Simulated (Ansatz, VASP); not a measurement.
# In3Ga5N8 in two plane-wave programs

Wanted: the spread between two codes on one cell, functional and k mesh. The cell is taken from a series of runs on this material, whose earlier steps may have relaxed, scaled, displaced or heated it; both programs get it as it stands.

Program: Ansatz 0.2.0. Level of theory: plane waves, with VASP 6.6.1 beside it; relaxation of cell and atoms at PBEsol. Results are calculated unless marked as measured.

## (1) Set-up

The structure is monoclinic, space group Cm (No. 8). Conventional cell: a = 11.488 Å, b = 6.633 Å, c = 5.392 Å, α = 90.00°, β = 90.00°, γ = 90.00°. Nearest to In lie 4 N at 2.03 Å. In has 4 N at 2.03 Å nearest. Nearest to Ga lie 4 N at 2.03 Å. Ga has 4 N at 2.03 Å nearest. Nearest to Ga lie 4 N at 2.03 Å. Farther neighbours and most contacts between anions are not listed.

Coordinates:

```
In Ga N
1.0
     6.63266    0.00000    0.00000
    -3.31633    5.74405    0.00000
     0.00000    0.00000    5.39203
In Ga N
3 5 8
Direct
  0.16667 0.33333 0.00000
  0.33333 0.16667 0.50000
  0.16667 0.83333 0.00000
  0.33333 0.66667 0.50000
  0.66667 0.33333 0.00000
  0.83333 0.16667 0.50000
  0.66667 0.83333 0.00000
  0.83333 0.66667 0.50000
  0.33333 0.16667 0.12391
  0.16667 0.33333 0.62391
  0.33333 0.66667 0.12391
  0.16667 0.83333 0.62391
  0.83333 0.16667 0.12391
  0.66667 0.33333 0.62391
  0.83333 0.66667 0.12391
  0.66667 0.83333 0.62391
```

## (2) VASP: relaxation of cell and atoms, PBEsol

The relaxed volume is the usual yardstick between codes: in a stiff, nearly cubic crystal its relative difference is about their pressure difference at one cell divided by the bulk modulus.

Lines of VASP's logs that name or quote its potential files are left out, and so is its time.

Contents of INCAR:

```
SYSTEM = In3Ga5N8
PREC = Accurate
ENCUT = 600
EDIFF = 1E-07
NELM = 120
ISMEAR = -1
SIGMA = 0.02
LREAL = .FALSE.
ALGO = Normal
GGA = PS
NBANDS = 89
LORBIT = 11
LWAVE = .FALSE.
LCHARG = .FALSE.
ISIF = 3
IBRION = 2
NSW = 80
EDIFFG = -0.005
LASPH = .TRUE.
GGA_COMPAT = .FALSE.
NELMIN = 4
EFERMI = MIDGAP
KPAR = 4
```

Contents of POSCAR:

```
In3Ga5N8
1.0
    6.6326590700      0.0000000000      0.0000000000
   -3.3163295300      5.7440512500      0.0000000000
    0.0000000000      0.0000000000      5.3920252900
In Ga N
3 5 8
Direct
    0.1666666700      0.3333333300      0.0000000000
    0.3333333300      0.1666666600      0.5000000000
    0.1666666700      0.8333333300      0.0000000000
    0.3333333300      0.6666666600      0.5000000000
    0.6666666700      0.3333333300      0.0000000000
    0.8333333300      0.1666666600      0.5000000000
    0.6666666700      0.8333333300      0.0000000000
    0.8333333300      0.6666666600      0.5000000000
    0.3333333300      0.1666666600      0.1239072100
    0.1666666700      0.3333333300      0.6239072100
    0.3333333300      0.6666666600      0.1239072100
    0.1666666700      0.8333333300      0.6239072100
    0.8333333300      0.1666666600      0.1239072100
    0.6666666700      0.3333333300      0.6239072100
    0.8333333300      0.6666666600      0.1239072100
    0.6666666700      0.8333333300      0.6239072100
```

Contents of KPOINTS:

```
Automatic mesh
0
Gamma
5 5 5
0 0 0
```

Potentials, in the order of the species: In_d, Ga_d and N (PBE family, release 64).

Run with:

```bash
> mpirun -np 4 vasp_std
```

Numbers of over 12 decimals in the logs are rounded to 6 here.

The program printed:

```text
[banner, memory and clock lines left out]
running    4 mpi-ranks, on    1 nodes
 distrk:  each k-point on    1 cores,    4 groups
 distr:  one band on    1 cores,    1 groups

 POSCAR found type information on POSCAR InGaN
 POSCAR found :  3 types and      16 ions
|                                                                             |
|               ----> ADVICE to this user running VASP <----                  |
|                                                                             |
|     You enforced a specific xc type in the INCAR file but a different       |
|     [... a line on the potential file left out ...]
|     I HOPE YOU KNOW WHAT YOU ARE DOING!                                     |
|                                                                             |

 LDA part: xc-table for (Slater+PW92), standard interpolation
 POSCAR, INCAR and KPOINTS ok, starting setup
 FFT: planning ... GRIDC
 FFT: planning ... GRID_SOFT
 FFT: planning ... GRID
 WAVECAR not read
 entering main loop
       N       E                     dE             d eps       ncg     rms          rms(c)
DAV:   1     0.217993677922E+04    0.21799E+04   -0.65686E+04  7662   0.301E+03
DAV:   2     0.483495227560E+03   -0.16964E+04   -0.15893E+04  6942   0.883E+02
DAV:   3    -0.382452038354E+02   -0.52174E+03   -0.48900E+03  7985   0.320E+02
DAV:   4    -0.108661092540E+03   -0.70416E+02   -0.68646E+02  8544   0.116E+02
DAV:   5    -0.113309175147E+03   -0.46481E+01   -0.45935E+01 10180   0.314E+01    0.271E+01
DAV:   6    -0.975300642351E+02    0.15779E+02   -0.48119E+01 11483   0.629E+01    0.134E+01
DAV:   7    -0.982385374996E+02   -0.70847E+00   -0.10313E+01  8337   0.146E+01    0.611E+00
DAV:   8    -0.980971530384E+02    0.14138E+00   -0.90283E-01  9835   0.882E+00    0.251E+00
DAV:   9    -0.980599303035E+02    0.37223E-01   -0.16689E-01  9735   0.518E+00    0.782E-01
DAV:  10    -0.980642043712E+02   -0.42741E-02   -0.47039E-02  9754   0.181E+00    0.860E-01
DAV:  11    -0.980640170216E+02    0.18735E-03   -0.70473E-03  9514   0.125E+00    0.402E-01
DAV:  12    -0.980637933522E+02    0.22367E-03   -0.49524E-03 10588   0.985E-01    0.761E-02
DAV:  13    -0.980639583608E+02   -0.16501E-03   -0.21243E-03 10892   0.379E-01    0.521E-02
DAV:  14    -0.980639755699E+02   -0.17209E-04   -0.23206E-04  9108   0.213E-01    0.655E-02
DAV:  15    -0.980639765685E+02   -0.99852E-06   -0.10152E-04 10076   0.976E-02    0.336E-02
DAV:  16    -0.980639771393E+02   -0.57083E-06   -0.17943E-05 10436   0.614E-02    0.899E-03
DAV:  17    -0.980639775474E+02   -0.40816E-06   -0.53271E-06  9004   0.304E-02    0.226E-03
DAV:  18    -0.980639774881E+02    0.59325E-07   -0.14133E-06  7892   0.102E-02    0.422E-03
DAV:  19    -0.980639775413E+02   -0.53191E-07   -0.35255E-07  6124   0.677E-03
   1 F= -.98063978E+02 E0= -.98063978E+02  d E =-.980640E+02
[... from here on, the cycles between the ionic steps are left out ...]
   2 F= -.99417603E+02 E0= -.99417603E+02  d E =-.135363E+01
  15 F= -.99681939E+02 E0= -.99681939E+02  d E =-.310624E-03
  16 F= -.99682114E+02 E0= -.99682114E+02  d E =-.174310E-03
  17 F= -.99682120E+02 E0= -.99682120E+02  d E =-.180952E-03
  18 F= -.99682166E+02 E0= -.99682166E+02  d E =-.455838E-04
  19 F= -.99682167E+02 E0= -.99682167E+02  d E =-.467331E-04
  20 F= -.99682187E+02 E0= -.99682187E+02  d E =-.196559E-04
  21 F= -.99682187E+02 E0= -.99682187E+02  d E =-.197846E-04
  22 F= -.99682201E+02 E0= -.99682201E+02  d E =-.140963E-04
  23 F= -.99682203E+02 E0= -.99682203E+02  d E =-.159939E-04
  24 F= -.99682207E+02 E0= -.99682207E+02  d E =-.198754E-04
 curvature:  -1.76 expect dE=-0.192E-04 dE for cont linesearch -0.251E-07
 trial: gam= 0.23336 g(F)=  0.985E-05 g(S)=  0.107E-05 ort =-0.115E-05 (trialstep = 0.816E+00)
 search vector abs. value=  0.154E-04
 bond charge predicted
       N       E                     dE             d eps       ncg     rms          rms(c)
DAV:   1    -0.996822060935E+02    0.78953E-06   -0.19938E-03  6989   0.170E-01    0.146E-02
DAV:   2    -0.996822133649E+02   -0.72714E-05   -0.88603E-05 10177   0.601E-02    0.572E-03
DAV:   3    -0.996822132808E+02    0.84125E-07   -0.51736E-06  9195   0.233E-02    0.391E-03
DAV:   4    -0.996822130647E+02    0.21609E-06   -0.98189E-07  8475   0.260E-02    0.131E-03
DAV:   5    -0.996822130757E+02   -0.11030E-07   -0.71383E-07  7362   0.105E-02
  25 F= -.99682213E+02 E0= -.99682213E+02  d E =-.627043E-05
 trial-energy change:   -0.000006  1 .order   -0.000006   -0.000009   -0.000002
 step:   0.9947(harm=  1.1402)  dis= 0.00020  next Energy=   -99.682213 (dE=-0.655E-05)
 reached required accuracy - stopping structural energy minimisation
```

From OUTCAR (step 2):

```text
ion  position               nearest neighbor table
   1  0.167  0.333  0.000-   9 2.03  11 2.03  10 2.03  13 2.03   2 3.31   2 3.31   4 3.31   4 3.31
                             6 3.31   6 3.31   3 3.32   3 3.32   5 3.32   5 3.32   7 3.32   7 3.32
   2  0.333  0.167  0.500-  10 2.03  12 2.03   9 2.03  14 2.03   1 3.31   1 3.31   3 3.31   3 3.31
                             5 3.31   5 3.31   4 3.32   4 3.32   6 3.32   6 3.32   8 3.32   8 3.32
   3  0.167  0.833  0.000-  11 2.03   9 2.03  12 2.03  15 2.03   4 3.31   4 3.31   2 3.31   2 3.31
                             8 3.31   8 3.31   1 3.32   1 3.32   7 3.32   7 3.32   5 3.32   5 3.32
   4  0.333  0.667  0.500-  12 2.03  10 2.03  11 2.03  16 2.03   3 3.31   3 3.31   1 3.31   1 3.31
                             2 3.32   2 3.32
   5  0.667  0.333  0.000-  13 2.03  15 2.03  14 2.03   9 2.03   2 3.31   2 3.31   1 3.32   1 3.32
                             3 3.32   3 3.32
   6  0.833  0.167  0.500-  14 2.03  16 2.03  13 2.03  10 2.03   1 3.31   1 3.31   2 3.32   2 3.32

  LATTYP: Found a hexagonal cell.
 ALAT       =     6.6326590700
 C/A-ratio  =     0.8129507688

 Subroutine GETGRP returns: Found  2 space group operations
 (whereof  2 operations were pure point group operations)

The static configuration has the point symmetry C_1h.

 Found     39 irreducible k-points:

   k-points           NKPTS =     39   k-points in BZ     NKDIM =     39   number of bands    NBANDS=     89

   dimension x,y,z NGX =    54 NGY =   54 NGZ =   48
   dimension x,y,z NGXF=   108 NGYF=  108 NGZF=   96

   ENCUT  =  600.0 eV  44.10 Ry    6.64 a.u.  13.25 13.25 10.77*2*pi/ulx,y,z

   NELECT =     144.0000    total number of electrons

 k-points in reciprocal lattice and weights: Automatic mesh
   0.00000000  0.00000000  0.00000000       0.008
   0.20000000 -0.00000000  0.00000000       0.016
   0.00000000  0.20000000  0.00000000       0.032
   0.40000000 -0.00000000  0.00000000       0.016
   0.00000000  0.40000000  0.00000000       0.032
   0.20000000  0.20000000  0.00000000       0.032
  -0.20000000  0.40000000  0.00000000       0.016
   0.40000000  0.20000000  0.00000000       0.016
  -0.20000000 -0.40000000  0.00000000       0.032
[...]
-0.20000000 -0.40000000  0.40000000       0.032
   0.20000000  0.40000000  0.40000000       0.032

 average (electrostatic) potential at core
       1 -93.5470       2 -93.5765       3 -93.5470       4 -62.7326       5 -62.6657
       6 -62.7947       7 -62.7084       8 -62.7947       9 -61.3347      10 -61.5070
      11 -61.3850      12 -61.5070      13 -61.5902      14 -61.5723      15 -61.5902
      16 -61.7329

 E-fermi :   6.3206

 k-point     1 :       0.0000    0.0000    0.0000
  band No.  band energies     occupation
    ...
     68       5.0210      2.00000
     69       5.0909      2.00000
     70       5.7461      2.00000
     71       5.8123      2.00000
     72       5.9601      2.00000
     73       6.6810      0.00000
     74       9.1409      0.00000
     75      10.1526      0.00000
     76      10.4242      0.00000
     77      10.4253      0.00000
    ...

 k-point     2 :       0.2000   -0.0000    0.0000
  band No.  band energies     occupation
    ...
     68       4.8071      2.00000
     69       4.9207      2.00000
     70       4.9738      2.00000
     71       5.6655      2.00000
     72       5.8945      2.00000
     73       7.5548      0.00000
     74       9.6040      0.00000
     75      10.2181      0.00000
     76      10.6536      0.00000
     77      10.7192      0.00000
    ...

 k-point     3 :       0.0000    0.2000    0.0000
  band No.  band energies     occupation
    ...
     68       4.7544      2.00000
     69       5.0486      2.00000
     70       5.0880      2.00000
     71       5.6652      2.00000
     72       5.7904      2.00000
     73       7.5647      0.00000
     74       9.6672      0.00000
     75      10.0049      0.00000
     76      10.3928      0.00000
     77      10.9073      0.00000
    ...

  Total       -0.0030889     -0.0076580     -0.0089185      0.0039569     -0.0025866     -0.0044820
  in kB       -0.0241784     -0.0599425     -0.0698090      0.0309726     -0.0202468     -0.0350829
  external PRESSURE =      -0.0513100 kB  Pullay stress =       0.0000000 kB

  energy-cutoff  :      600.00
  volume of cell :      204.69
      direct lattice vectors                 reciprocal lattice vectors
     6.653028925  0.023233197 -0.006328400     0.150005222  0.086605555  0.000189997
    -3.306393919  5.726842267 -0.000000000    -0.000608464  0.174265002  0.000094999
    -0.005093104 -0.002940505  5.361432365     0.000177060  0.000102225  0.186517545

 POSITION                                       TOTAL-FORCE (eV/Angst)
 -----------------------------------------------------------------------------------
     -0.04298      1.92433      0.00304        -0.000932     -0.000718      0.000202
      1.71023      0.98740      2.68371         0.000182      0.000105      0.000075
     -1.66137      4.72745      0.00304        -0.001088     -0.000448      0.000202
      0.03725      3.83940      2.67544        -0.000010     -0.000006     -0.000686
      3.35616      1.93768      0.00291        -0.000839     -0.000484      0.000199
      4.96691      0.96317      2.68383         0.000576      0.001756      0.000128
      1.67361      4.78415      0.01863        -0.000382     -0.000221     -0.000254
      3.31759      3.81989      2.68383         0.001809     -0.000379      0.000128
      1.77421      1.02434      0.55216         0.000396      0.000229      0.000414
     -0.10571      1.96533      3.21815         0.000268      0.000363      0.001393
      0.13492      3.89579      0.74713         0.000071      0.000041     -0.001300
     -1.65722      4.65263      3.21815         0.000448      0.000051      0.001393
      4.88232      0.90417      0.71634         0.000538      0.001084     -0.000343
      3.45462      1.99453      3.40603         0.000410      0.000237      0.000244
      3.22419      3.77613      0.71634         0.001208     -0.000076     -0.000343
      1.68294      4.78954      3.38094        -0.002655     -0.001533     -0.001455
 -----------------------------------------------------------------------------------
    total drift:                                0.000177      0.000368     -0.003629

  FREE ENERGIE OF THE ION-ELECTRON SYSTEM (eV)
  ---------------------------------------------------
  free  energy   TOTEN  =       -99.6822130757 eV

  energy  without entropy=      -99.6822130755  energy(sigma->0) =      -99.68221308

 reached required accuracy - stopping structural energy minimisation

 total charge
# of ion       s       p       d       tot
------------------------------------------
    1        0.772   0.855  10.022  11.649
    2        0.770   0.841  10.017  11.628
    3        0.772   0.855  10.022  11.649
    4        0.784   0.864  10.169  11.817
    5        0.786   0.885  10.179  11.849
    6        0.781   0.844  10.156  11.781
    7        0.783   0.863  10.165  11.812
    8        0.781   0.844  10.156  11.781
    9        1.228   2.468   0.000   3.696
   10        1.225   2.448   0.000   3.674
   11        1.224   2.479   0.000   3.703
   12        1.225   2.448   0.000   3.674
   13        1.222   2.449   0.000   3.670
   14        1.221   2.457   0.000   3.678
   15        1.222   2.449   0.000   3.670
   16        1.218   2.418   0.000   3.636
--------------------------------------------------
tot         16.014  26.468  80.885 123.368

[... 3 further parts left out ...]
```

The gap is read on the k-mesh alone, so it is an upper bound where the band edges lie off the mesh. The run keeps the 2 symmetry operations of its start, so it cannot find a distortion of lower symmetry.

(Part 1 of 2 ends here.)

[Lines on the potential files, build, host, timing and source positions are cut from VASP's logs without a mark.]

[Logs are printed without paths, hosts, clocks, repeated set-up lines and the standing remarks that a program may print on its own settings, such as how far it seeks lower states.]

[Hosts, paths, dates, database ids (printed as entryN), source tags and the programs' standing remarks are cut or masked in the printed files.]
